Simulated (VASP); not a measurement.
The input files of a VASP run:

### INCAR
```
! general
SYSTEM  = SnS
PREC    = Accurate
ENCUT   = 400
LREAL   = .False.
LASPH   = .True.

! electronic loop
EDIFF   = 1E-6
NELM    = 100
ALGO    = Normal
LMAXMIX = 4

! smearing
ISMEAR  = 0   ! Gaussian
SIGMA   = 0.05   ! width (eV)

! functional
GGA     = PE   ! PBE

! ions
IBRION  = 2   ! conjugate gradients
NSW     = 60
ISIF    = 4
EDIFFG  = -0.02   ! ionic stop

! output
LWAVE   = .False.
LCHARG  = .False.
```

### KPOINTS
```
K-points
0
Gamma
  5 5 1
0 0 0
```

POSCAR:
```
SnS
1
    4.0636397349     0.0000000000     0.0000000000
    0.0000000000     4.3105864044     0.0000000000
    0.0000000000     0.0000000000    19.3176988426
Sn S
2 2
Direct
  0.7500000000   0.8960077442   0.5738915048
  0.2500000000   0.3960077442   0.4261084952
  0.2500000000   0.4785922558   0.5591997878
  0.7500000000   0.9785922558   0.4408002122
```

POTCAR, in this order: Sn_d S (PBE.64 set). Program: vasp_std.

Q: Write an equivalent input for Quantum ESPRESSO's pw.x.

A: One equivalent input (not run):
```
&CONTROL
  calculation = 'vc-relax'
  pseudo_dir = './pseudo'
  outdir = './out'
  tprnfor = .true.
  tstress = .true.
  nstep = 60
  forc_conv_thr = 0.00078
/
&SYSTEM
  ibrav = 0
  nat = 4
  ntyp = 2
  ecutwfc = 72
  occupations = 'smearing'
  smearing = 'gaussian'
  degauss = 0.003675
  input_dft = 'pbe'
/
&ELECTRONS
  conv_thr = 7.3e-08
  electron_maxstep = 100
/
&IONS
/
&CELL
  cell_dofree = 'shape'
/
ATOMIC_SPECIES
  Sn 118.710 Sn.upf
  S 32.060 S.upf
CELL_PARAMETERS angstrom
     4.0636397    0.0000000    0.0000000
     0.0000000    4.3105864    0.0000000
     0.0000000    0.0000000   19.3176988
ATOMIC_POSITIONS crystal
  Sn   0.7500000  0.8960077  0.5738915
  Sn   0.2500000  0.3960077  0.4261085
  S    0.2500000  0.4785923  0.5591998
  S    0.7500000  0.9785923  0.4408002
K_POINTS automatic
  5 5 1 0 0 0
```
The two are equivalent in intent, not identical: the potentials are each code's own (VASP's PAW set, PseudoDojo norm-conserving files in pw.x), so ENCUT and ecutwfc are chosen apart and not converted; conv_thr bounds pw.x's estimated SCF error, while EDIFF bounds the energy change between steps; forc_conv_thr acts on force components and is met together with etot_conv_thr.

The cell is a sheet with vacuum, built from a generated structure.
